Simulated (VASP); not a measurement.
Input for VASP

POSCAR:
```
CoP
1
    3.4738432683     0.0000000000     0.0000000000
   -1.7369216342     3.0084362246     0.0000000000
   -0.0000000000     0.0000000000     5.6806451017
Co P
2 2
Direct
  0.3333330000   0.6666670000   0.9994652701
  0.6666670000   0.3333330000   0.4994652701
  0.3333330000   0.6666670000   0.3755347299
  0.6666670000   0.3333330000   0.8755347299
```

INCAR:
```
SYSTEM = CoP
PREC = Accurate
ENCUT = 400
EDIFF = 1E-6
NELM = 100
ALGO = Normal
LREAL = .FALSE.
LASPH = .TRUE.
ISMEAR = 1
SIGMA = 0.1
GGA = PS
LMAXMIX = 4
ISPIN = 2
MAGMOM = 3.0 3.0 0.0 0.0
LORBIT = 10
LWAVE = .FALSE.
LCHARG = .FALSE.
IBRION = 2
ISIF = 3
NSW = 60
EDIFFG = -0.02
```

File KPOINTS:
```
Automatic
0
gamma
  9 9 5
0 0 0
```

POTCAR, in this order: Co P (PBE.64 set). Program: vasp_std.

Task: Write an equivalent input for Quantum ESPRESSO's pw.x.

Result: One equivalent input (not run):
```
&CONTROL
  calculation = 'vc-relax'
  pseudo_dir = './pseudo'
  outdir = './out'
  tprnfor = .true.
  tstress = .true.
  nstep = 60
  forc_conv_thr = 0.00078
/
&SYSTEM
  ibrav = 0
  nat = 4
  ntyp = 2
  ecutwfc = 96
  occupations = 'smearing'
  smearing = 'methfessel-paxton'
  degauss = 0.00735
  input_dft = 'pbesol'
  nspin = 2
  starting_magnetization(1) = 0.3
/
&ELECTRONS
  conv_thr = 7.3e-08
  electron_maxstep = 100
/
&IONS
/
&CELL
/
ATOMIC_SPECIES
  Co 58.933 Co.upf
  P 30.974 P.upf
CELL_PARAMETERS angstrom
     3.4738433    0.0000000    0.0000000
    -1.7369216    3.0084362    0.0000000
    -0.0000000    0.0000000    5.6806451
ATOMIC_POSITIONS crystal
  Co   0.3333330  0.6666670  0.9994653
  Co   0.6666670  0.3333330  0.4994653
  P    0.3333330  0.6666670  0.3755347
  P    0.6666670  0.3333330  0.8755347
K_POINTS automatic
  9 9 5 0 0 0
```
What does not carry over: the potentials are each code's own (VASP's PAW set, PseudoDojo norm-conserving files in pw.x), so ENCUT and ecutwfc are chosen apart and not converted; conv_thr bounds pw.x's estimated SCF error, while EDIFF bounds the energy change between steps; starting_magnetization is a fraction of the valence charge and MAGMOM a moment in μB, so they match only roughly; forc_conv_thr acts on force components and is met together with etot_conv_thr.

The structure was generated: CoP was put into the wurtzite type (P6_3mc), which need not be its known phase. This run relaxes it. Symmetry was kept, so distortions that lower it aren't found. The start is the result of an earlier pass.
